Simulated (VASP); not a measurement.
Consider the following.

```
TiB2
1.0
    1.49797    -2.59455     0.00000
    1.49797     2.59455     0.00000
    0.00000     0.00000     3.16326
Ti B
1 2
Direct
  0.00000   0.00000   0.00000
  0.33333   0.66667   0.50000
  0.66667   0.33333   0.50000
```

Computed with LDA (Ceperley-Alder, Perdew-Zunger), VASP's LDA PAW potentials (set 64) (plane waves; VASP). Numerical set-up: 520 eV cut-off, 13×13×11 Γ-centred mesh, tetrahedra with Blöchl corrections, potentials Ti_sv B.

Question: Estimate the energy per atom (σ→0), band gap (on the k-mesh) with the smallest direct gap where there is one.

Answer: 
```
Quantity                                                     Value
------------------------  ----------------------------------------
band gap (on the k-mesh)  none (metal, semimetal or under 0.01 eV)
energy per atom (σ→0)                           -865.8 kJ/mol-atom
```

The absolute energy has meaning only against runs of the same code, potentials and settings.

The compound is TiB2 in the AlB2 type structure. It was relaxed first.
